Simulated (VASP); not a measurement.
All values below come from PBE GGA, VASP's PBE PAW potentials (set 64) (plane waves; VASP 6.6.1).

VASP ran on this input.

KPOINTS:
```
Automatic mesh
0
Gamma
11 11 11
0 0 0
```

**POSCAR**
```
CdF2
1
    0.0000000000     2.6603230000     2.6751700000
    2.6786470000     0.0000000000     2.6751700000
    2.6786470000     2.6603230000     0.0000000000
Cd F
1 2
Direct
  0.0000000000   0.0000000000   0.0000000000
  0.2500000000   0.2500000000   0.2500000000
  0.7456650000   0.7543350000   0.7543350000
```

**INCAR**
```
ALGO=Normal
EDIFF=1E-6
ENCUT=520
GGA=PE
ISIF=2
ISMEAR=0
LASPH=.TRUE.
LCHARG=.FALSE.
LMAXMIX=4
LREAL=.FALSE.
LWAVE=.FALSE.
NELM=100
PREC=Accurate
SIGMA=0.05
SYSTEM=CdF2
```

POTCAR, in this order: Cd F (PBE.64 set). Program: vasp_std.

Q: Predict the energy per atom (σ→0), pressure, largest force.

A: 
- energy per atom (σ→0): -3603 meV/atom
- pressure: 9.54 GPa
- largest force: 0.128 eV/Å

### OSZICAR
```
...
DAV:   8    -0.108151880211E+02    0.52639E-02   -0.14136E-01 13287   0.402E+00    0.693E-01
DAV:   9    -0.108070659531E+02    0.81221E-02   -0.38183E-02 16161   0.263E+00    0.847E-02
DAV:  10    -0.108076427901E+02   -0.57684E-03   -0.28587E-03 12645   0.661E-01    0.111E-01
DAV:  11    -0.108077202436E+02   -0.77454E-04   -0.10702E-04 14186   0.128E-01    0.344E-02
DAV:  12    -0.108077440318E+02   -0.23788E-04   -0.36879E-05 12658   0.604E-02    0.178E-02
DAV:  13    -0.108077457162E+02   -0.16845E-05   -0.59275E-06 13988   0.218E-02    0.328E-03
DAV:  14    -0.108077456241E+02    0.92168E-07   -0.52326E-07  9656   0.102E-02
   1 F= -.10807746E+02 E0= -.10807746E+02  d E =-.762386E-18
```

The compound is CdF2 in the fluorite structure. The cell was not relaxed at this level, atoms are displaced from their ideal sites. The run is one of a series of settings (KPOINTS 11×11×11 Γ-centred mesh against the base run), some of them coarse on purpose.
